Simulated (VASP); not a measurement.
Input:

```yaml
crystal:
  lattice:
    - [4.67092, 0.00000, 0.00000]
    - [0.00000, 4.67092, 0.00000]
    - [0.00000, 0.00000, 4.67092]
  atoms:
    - { symbol: Cs, position: [0.00000, 0.00000, 0.00000] }
    - { symbol: I, position: [0.50000, 0.50000, 0.50000] }
```

Level of theory: PBE GGA, VASP's PBE PAW potentials (set 64) (plane waves; VASP 6.6.1). Run with 520 eV cut-off, 5×5×5 Γ-centred mesh, Gaussian smearing of 0.050 eV, potentials Cs_sv I.

Estimate the energy per atom (σ→0).

```yaml
energy per atom (σ→0): -2.721 eV/atom
```

Only differences to runs with the same potentials and settings are physical.

The compound is CsI in the CsCl type structure. It was relaxed first, which changed the volume by +7 %.
